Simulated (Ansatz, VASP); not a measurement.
**Ga2SiS: VASP beside Ansatz**

The input INCAR:

```
SYSTEM = Ga2SiS
PREC = Accurate
ENCUT = 520
EDIFF = 1E-6
ISMEAR = 0
SIGMA = 0.1
LREAL = .FALSE.
LASPH = .TRUE.
NELM = 100
ALGO = Normal
ISIF = 2
LWAVE = .FALSE.
LCHARG = .FALSE.
GGA = PE
NBANDS = 26
```

Contents of KPOINTS:

```
regular mesh
0
G
  4 4 4
  0 0 0
```

The input POSCAR:

```
Ga2SiS
1.0
    4.0527294100      0.0000000000      0.0000000000
    0.0000000000      4.0527294100      0.0000000000
    0.0000000000      0.0000000000      5.6698827300
Ga Si S
2 1 1
Direct
    0.0000000000      0.5000000000      0.2224034200
    0.5000000000      0.0000000000      0.7775965800
    0.0000000000      0.0000000000      0.0000000000
    0.5000000000      0.5000000000      0.5000000000
```

Input for Ansatz:

```yaml
crystal:
  lattice:
    - [4.05272941, 0.0, 0.0]
    - [0.0, 4.05272941, 0.0]
    - [0.0, 0.0, 5.66988273]
  atoms:
    - { symbol: Ga, position: [0.0, 0.5, 0.22240342] }
    - { symbol: Ga, position: [0.5, 0.0, 0.77759658] }
    - { symbol: Si, position: [0.0, 0.0, 0.0] }
    - { symbol: S, position: [0.5, 0.5, 0.5] }
basis:
  ecutwfc: 420
kpoints:
  mp_grid: { grid: [4, 4, 4] }
hamiltonian:
  xc: pbe
scf:
  occupations: { method: gaussian, width: 0.1 }
  lower_state_search: "off"
output:
  forces: true
  stress: true
  eigenvalues: true
```

Change from the starting cell: species swapped into the ZnSnSb2 type (P-4m2, No. 115).

Alike in both runs: task single point; functional PBE; k mesh 4 × 4 × 4; occupations gaussian, width 0.1 eV; no spin polarisation.

```csv
,VASP,Ansatz
version,VASP 6.6.1,Ansatz 0.2.0
potentials or method,"VASP PAW PBE potentials, release 64 (Ga_d, Si, S)","scalar-relativistic, plane waves, PAW"
plane-wave cutoff (eV),520,420
valence electrons in the cell,36,36
```

Ansatz gave:

| Quantity | Value |
| --- | --- |
| gap on the k mesh at the Fermi level (eV) | 0.33 |
| least direct gap on the mesh (eV) | 0.42 |
| pressure (GPa) | -1.6 |
| largest component of the traceless stress (GPa) | 2.25 |
| rms of the force components (eV/Å) | 0.170 |

Task: Which values does VASP return?

Result: gap on the k mesh at the Fermi level (eV): 0.32; least direct gap on the mesh (eV): 0.41; pressure (GPa): -1.6; largest component of the traceless stress (GPa): 2.24; rms of the force components (eV/Å): 0.164.

Atom by atom the forces differ by 0.006 eV/Å (rms over components).
